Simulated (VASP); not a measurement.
Method: PBEsol GGA, VASP's PBE PAW potentials (set 64) (plane waves; VASP). For the first row: Run with 400 eV cut-off, 10×10×7 Γ-centred mesh, tetrahedra with Blöchl corrections, potentials Ca_sv Ge_d.

```json
[
 {"system": "CaGe$_{2}$ (space group P-3m1)", "energy (eV/atom)": "-4.5075"},
 {"system": "Ca (fcc)", "energy (eV/atom)": "-2.1333"},
 {"system": "Ge (diamond)", "energy (eV/atom)": "-4.9367"}
]
```

The references are the elements' solids at the same level; no temperature or zero-point terms are added.

**Question.** What is the formation energy per atom of CaGe$_{2}$?

**Answer.** The references average (1×(-2.1333) + 2×(-4.9367))/3 = -4.0022 eV, so the formation energy is -4.5075 − (-4.0022) = -0.505 eV/atom.
